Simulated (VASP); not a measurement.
Ni$_{3}$Fe (L1_2): the lattice constant a from VASP (plane waves, PAW) at several levels of theory. Static lattice.

```json
[
 {"level": "LDA", "lattice constant a (Å)": "3.445"},
 {"level": "PBE", "lattice constant a (Å)": "3.543"},
 {"level": "PBE-D3 (zero damping)", "lattice constant a (Å)": "3.502"},
 {"level": "optB86b-vdW", "lattice constant a (Å)": "3.510"},
 {"level": "vdW-DF2", "lattice constant a (Å)": "3.626"},
 {"level": "vdW-DF-cx", "lattice constant a (Å)": "3.494"}
]
```

The cell of the LDA run:

```xyz
4
Lattice="3.4450 0.0000 0.0000 0.0000 3.4450 0.0000 0.0000 0.0000 3.4450" Properties=species:S:1:pos:R:3 pbc="T T T"
Fe     0.0000     0.0000     0.0000
Ni     0.0000     1.7225     1.7225
Ni     1.7225     0.0000     1.7225
Ni     1.7225     1.7225     0.0000
```
Starting moments (μB, in the order of the record's atoms Fe Ni Ni Ni): 2.7 0.6 0.6 0.6.

Only levels that ran to the end are used. Left out are those held back, those with too coarse a band path, GW runs whose mesh misses a band edge, hybrids' fits of cells that aren't cubic and levels without matching references; a question may draw on a part of the rest.

The compound is Ni3Fe in the L1_2 structure.
